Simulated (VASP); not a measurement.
Input:

```
CELL_PARAMETERS angstrom
      0.00000     2.77080     2.77080
      2.77080     0.00000     2.77080
      2.77080     2.77080     0.00000
ATOMIC_POSITIONS crystal
  Al 0.00000 0.00000 0.00000
  P  0.25000 0.25000 0.25000
```

These are LDA (Ceperley-Alder, Perdew-Zunger), VASP's LDA PAW potentials (set 64) (plane waves; VASP) values and carry that method's errors. Settings: 520 eV cut-off, 8×8×8 Γ-centred mesh, Gaussian smearing of 0.050 eV, potentials Al P.

Task: Predict the energy per atom (σ→0), pressure, band gap (on the k-mesh) with the smallest direct gap where there is one.

Result: 
band gap (on the k-mesh): 1.52 eV
smallest direct gap (on the k-mesh): 2.74 eV
energy per atom (σ→0): -5.688 eV/atom
pressure: -46.6 kbar

Total energies compare only between runs with the same potentials, cut-off and functional.

The compound is AlP in the zinc blende structure. This cell is one point of a volume scan, at 1.06 of the reference volume.
